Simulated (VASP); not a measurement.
Method: r2SCAN meta-GGA, VASP's PBE PAW potentials (set 64) (plane waves; VASP).

VASP ran on this input.

### KPOINTS
```
Automatic mesh
0
Gamma
6 6 4
0 0 0
```

POSCAR:
```
Te
1
    2.3076120656    -3.9969010092     0.0000000000
    2.3076120656     3.9969010092    -0.0000000000
   -0.0000000000    -0.0000000000     5.9031093431
Te
3
Direct
  0.0000000000   0.2546939293   0.6666670000
  0.7453060707   0.7453060707   1.0000000000
  0.2546939293   0.0000000000   0.3333330000
```

**INCAR**
```
SYSTEM = Te
PREC = Accurate; ENCUT = 520; LREAL = .FALSE.
LASPH = .TRUE.
EDIFF = 1E-6; NELM = 100; ALGO = Normal
LMAXMIX = 4; LMIXTAU = .TRUE.
ISMEAR = 0; SIGMA = 0.05
METAGGA = R2SCAN
IBRION = 2; NSW = 60; ISIF = 3
EDIFFG = -0.01
LWAVE = .FALSE.; LCHARG = .FALSE.
```

POTCAR, in this order: Te (PBE.64 set). Program: vasp_std.

Unless said otherwise, spin-orbit coupling is left out, though it shifts the bands of the heavy elements here.

### Question
Predict the energy per atom (σ→0), band gap (on the k-mesh).

### Answer

```yaml
energy per atom (σ→0): -25.415 eV/atom
band gap (on the k-mesh): 0.55 eV
```

OSZICAR:
```
...
DAV:  16    -0.762439885850E+02    0.12611E-03   -0.21674E-03   624   0.434E-01    0.400E-02
DAV:  17    -0.762447229286E+02   -0.73434E-03   -0.37922E-04   624   0.197E-01    0.224E-02
DAV:  18    -0.762447114417E+02    0.11487E-04   -0.56915E-06   689   0.196E-02    0.194E-02
DAV:  19    -0.762447210784E+02   -0.96367E-05   -0.19175E-06   422   0.135E-02    0.206E-02
DAV:  20    -0.762447251165E+02   -0.40381E-05   -0.84859E-06   624   0.288E-02    0.195E-02
DAV:  21    -0.762447370401E+02   -0.11924E-04   -0.94128E-06   624   0.304E-02    0.250E-02
DAV:  22    -0.762447365985E+02    0.44155E-06   -0.13767E-06   317   0.115E-02
   1 F= -.76244737E+02 E0= -.76244737E+02  d E =-.762447E+02
```

The compound is Te in the trig structure. It was relaxed first, which changed the volume by +7 %. The start is the result of an earlier pass.
